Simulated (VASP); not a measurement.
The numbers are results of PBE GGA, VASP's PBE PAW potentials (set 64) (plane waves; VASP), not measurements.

The input files of a VASP run:

**POSCAR**
```
CdSe
1.0
  0.0000000000   3.0855000000   3.0855000000
  3.0855000000   0.0000000000   3.0855000000
  3.0855000000   3.0855000000   0.0000000000
Cd Se
1 1
Direct
  0.0000000000   0.0000000000   0.0000000000
  0.2500000000   0.2500000000   0.2500000000
```

### INCAR
```
# general
SYSTEM   =  CdSe
PREC     =  Accurate
ENCUT    =  400
LREAL    =  .FALSE.
LASPH    =  .TRUE.

# electronic loop
EDIFF    =  1E-6
NELM     =  100
ALGO     =  Normal
LMAXMIX  =  4

# smearing
ISMEAR   =  0
SIGMA    =  0.05

# functional
GGA      =  PE

# ions
ISIF     =  2

# output
LWAVE    =  .FALSE.
LCHARG   =  .FALSE.
```

**KPOINTS**
```
Automatic mesh
0
Gamma
7 7 7
0 0 0
```

POTCAR, in this order: Cd Se (PBE.64 set). Program: vasp_std.

What VASP printed:

**OSZICAR**
```
       N       E                     dE             d eps       ncg     rms          rms(c)
DAV:   1     0.945975430652E+02    0.94598E+02   -0.75471E+03   520   0.980E+02
DAV:   2    -0.195560616764E+01   -0.96553E+02   -0.92874E+02   645   0.269E+02
DAV:   3    -0.586010320050E+01   -0.39045E+01   -0.38991E+01   560   0.565E+01
DAV:   4    -0.587673497969E+01   -0.16632E-01   -0.16631E-01   595   0.376E+00
DAV:   5    -0.587683674581E+01   -0.10177E-03   -0.10177E-03   585   0.268E-01    0.597E+00
DAV:   6    -0.551318979608E+01    0.36365E+00   -0.68558E-01   659   0.105E+01    0.470E+00
DAV:   7    -0.549218938584E+01    0.21000E-01   -0.16028E-01   570   0.301E+00    0.206E+00
DAV:   8    -0.549291121416E+01   -0.72183E-03   -0.14148E-02   535   0.174E+00    0.240E-01
DAV:   9    -0.549305977797E+01   -0.14856E-03   -0.19569E-03   615   0.646E-01    0.484E-02
DAV:  10    -0.549313491577E+01   -0.75138E-04   -0.22671E-04   540   0.215E-01    0.462E-02
DAV:  11    -0.549318266917E+01   -0.47753E-04   -0.84469E-05   530   0.713E-02    0.144E-02
DAV:  12    -0.549318146644E+01    0.12027E-05   -0.73150E-06   620   0.389E-02    0.479E-03
DAV:  13    -0.549318216788E+01   -0.70144E-06   -0.23931E-06   519   0.120E-02
   1 F= -.54931822E+01 E0= -.54931822E+01  d E =-.770312E-12
```

### OUTCAR
```
------------------------ aborting loop because EDIFF is reached ----------------------------------------
  FORCE on cell =-STRESS in cart. coord.  units (eV):
  Direction    XX          YY          ZZ          XY          YZ          ZX
  --------------------------------------------------------------------------------------
  Total        0.1644734      0.1644734      0.1644734     -0.0000000      0.0000000      0.0000000
  in kB        4.4853826      4.4853826      4.4853826     -0.0000000      0.0000000      0.0000000
  external PRESSURE =       4.4853826 kB  Pullay stress =       0.0000000 kB
  volume of cell :       58.75
      direct lattice vectors                 reciprocal lattice vectors
     0.000000000  3.085500000  3.085500000    -0.162048290  0.162048290  0.162048290
     3.085500000  0.000000000  3.085500000     0.162048290 -0.162048290  0.162048290
     3.085500000  3.085500000  0.000000000     0.162048290  0.162048290 -0.162048290
  FREE ENERGIE OF THE ION-ELECTRON SYSTEM (eV)
  ---------------------------------------------------
  free  energy   TOTEN  =        -5.4931821679 eV

  energy  without entropy=       -5.4931821679  energy(sigma->0) =       -5.49318217
```
(Selected blocks of OUTCAR.)

The compound is CdSe in the zinc blende structure, whereas wurtzite is the usual form. The cell was not relaxed at this level.
